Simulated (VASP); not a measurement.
Here is the system:

```xyz
2
Lattice="1.7361 -3.0070 0.0000 1.7361 3.0070 0.0000 0.0000 0.0000 5.4050" Properties=species:S:1:pos:R:3 pbc="T T T"
Lu     1.7361     1.0023     1.3512
Lu     1.7361    -1.0023     4.0537
```

All values below come from rev-vdW-DF2, VASP's PBE PAW potentials (set 64) (plane waves; VASP). Numerical set-up: 520 eV cut-off, Gaussian smearing of 0.050 eV, potentials Lu_3.

Give the energies of bands 7 to 12 at the high-symmetry points, in eV from the Fermi level.

| band | Γ | M | K | A | L | H |
|---|---|---|---|---|---|---|
| 7 | -6.14 | -2.40 | -0.99 | -4.40 | -2.17 | -0.66 |
| 8 | -2.47 | -1.45 | -0.99 | -4.40 | -2.17 | -0.66 |
| 9 | 0.87 | -0.89 | -0.75 | 1.23 | 0.12 | -0.47 |
| 10 | 2.19 | -0.30 | -0.60 | 1.23 | 0.12 | -0.47 |
| 11 | 2.19 | 1.69 | 1.34 | 2.09 | 1.46 | 0.43 |
| 12 | 2.67 | 1.84 | 1.34 | 2.09 | 1.46 | 0.43 |

It has no gap at this level: it comes out as a metal or semimetal.

The compound is Lu in the hcp structure. It was relaxed first.
